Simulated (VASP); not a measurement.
Input:

```
CELL_PARAMETERS angstrom
      5.02424     0.00000     0.00000
      0.00000     5.02424     0.00000
      0.00000     0.00000     3.36634
ATOMIC_POSITIONS crystal
  Mn 0.00000 0.00000 0.00000
  Mn 0.50000 0.50000 0.50000
  F  0.30429 0.30429 0.00000
  F  0.80429 0.19571 0.50000
  F  0.19571 0.80429 0.50000
  F  0.69571 0.69571 0.00000
```
Starting moments (μB, in the order of the record's atoms Mn Mn F F F F): 4.6 -4.6 0.0 0.0 0.0 0.0.

Level of theory: RPBE GGA, VASP's PBE PAW potentials (set 64) (plane waves; VASP 6.6.1). Settings: 520 eV cut-off, 5×5×7 Γ-centred mesh, Gaussian smearing of 0.050 eV, potentials Mn_pv F.

### Question
What does the run give for the cell moment, energy per atom (σ→0)?

### Answer

```json
{
 "cell_moment": "0.00 μB",
 "energy per atom (σ→0)": "-6.345 eV/atom"
}
```

### Question
Give the moment on each site (PAW-sphere projection).

### Answer

```tsv
site	moment (μB)
Mn1	4.58
Mn2	-4.58
F3	-0.03
F4	0.03
F5	0.03
F6	-0.03
```

The compound is MnF2 in the rutile structure. It was relaxed first, which changed the volume by +8 %.
